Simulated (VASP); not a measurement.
Output of a VASP run:

**OSZICAR**
```
       N       E                     dE             d eps       ncg     rms          rms(c)
DAV:   1     0.127717216983E+03    0.12772E+03   -0.66431E+03   464   0.103E+03
DAV:   2    -0.202792318616E+02   -0.14800E+03   -0.13451E+03   716   0.239E+02
DAV:   3    -0.346661459947E+02   -0.14387E+02   -0.14165E+02   604   0.905E+01
DAV:   4    -0.350260631515E+02   -0.35992E+00   -0.35926E+00   564   0.165E+01
DAV:   5    -0.350339916068E+02   -0.79285E-02   -0.79270E-02   592   0.230E+00    0.117E+01
DAV:   6    -0.314689913766E+02    0.35650E+01   -0.97656E+00   552   0.250E+01    0.501E+00
DAV:   7    -0.311789455408E+02    0.29005E+00   -0.65183E-01   588   0.639E+00    0.317E+00
DAV:   8    -0.310451254161E+02    0.13382E+00   -0.43668E-01   564   0.482E+00    0.563E-01
DAV:   9    -0.310369681846E+02    0.81572E-02   -0.22878E-02   560   0.128E+00    0.209E-01
DAV:  10    -0.310315549953E+02    0.54132E-02   -0.33079E-03   592   0.457E-01    0.790E-02
DAV:  11    -0.310278600934E+02    0.36949E-02   -0.18540E-03   568   0.344E-01    0.764E-02
DAV:  12    -0.310274913051E+02    0.36879E-03   -0.95151E-04   524   0.221E-01    0.208E-02
DAV:  13    -0.310279163309E+02   -0.42503E-03   -0.13833E-04   484   0.991E-02    0.180E-02
DAV:  14    -0.310279258466E+02   -0.95157E-05   -0.76461E-05   536   0.889E-02
   1 F= -.31027926E+02 E0= -.31027926E+02  d E =-.310279E+02
```

File OUTCAR:
```
------------------------ aborting loop because EDIFF is reached ----------------------------------------
  FORCE on cell =-STRESS in cart. coord.  units (eV):
  Direction    XX          YY          ZZ          XY          YZ          ZX
  --------------------------------------------------------------------------------------
  Total       -0.0373580     -0.0373580      0.0139488      0.0000000     -0.0000000     -0.0000000
  in kB       -0.5771323     -0.5771325      0.2154915      0.0000000     -0.0000000     -0.0000000
  external PRESSURE =      -0.3129244 kB  Pullay stress =       0.0000000 kB
  volume of cell :      103.71
      direct lattice vectors                 reciprocal lattice vectors
     2.509964871  0.000000000  0.000000000     0.398411950  0.230023205  0.000000000
    -1.254982436  2.173693733  0.000000000     0.000000000  0.460046411  0.000000000
     0.000000000  0.000000000 19.008703188     0.000000000  0.000000000  0.052607481
  FREE ENERGIE OF THE ION-ELECTRON SYSTEM (eV)
  ---------------------------------------------------
  free  energy   TOTEN  =       -31.0279258466 eV

  energy  without entropy=      -31.0279258466  energy(sigma->0) =      -31.02792585

 reached required accuracy - stopping structural energy minimisation
```
(Selected blocks of OUTCAR.)

File POSCAR:
```
BN bilayer
1
    2.5099648712     0.0000000000     0.0000000000
   -1.2549824356     2.1736937328     0.0000000000
    0.0000000000     0.0000000000    19.0087031879
B N
2 2
Direct
  0.6666670000   0.3333330000   0.4138640000
  0.3333330000   0.6666670000   0.5861360000
  0.3333330000   0.6666670000   0.4138640000
  0.6666670000   0.3333330000   0.5861360000
```

### Question
Reconstruct the remaining input files.

### Answer
One answer among several that fit: the input of the run itself, optB88-vdW, plane waves, VASP's PBE PAW potentials (set 64).

**KPOINTS**
```
Automatic mesh
0
Gamma
12 12 1
0 0 0
```

**INCAR**
```
SYSTEM = BN bilayer
PREC = Normal
ENCUT = 500
EDIFF = 1E-5
NELM = 100
ALGO = Normal
LREAL = .FALSE.
LASPH = .TRUE.
ISMEAR = 0
SIGMA = 0.05
GGA = BO
PARAM1 = 0.1833333333
PARAM2 = 0.22
LUSE_VDW = .TRUE.
AGGAC = 0.0
LWAVE = .TRUE.
LCHARG = .FALSE.
NELMIN = 4
IBRION = 2
ISIF = 4
NSW = 50
EDIFFG = -0.03
```

POTCAR, in this order: B N (PBE.64 set). Program: vasp_std.

The cell is a sheet with vacuum, built from BN (hex).
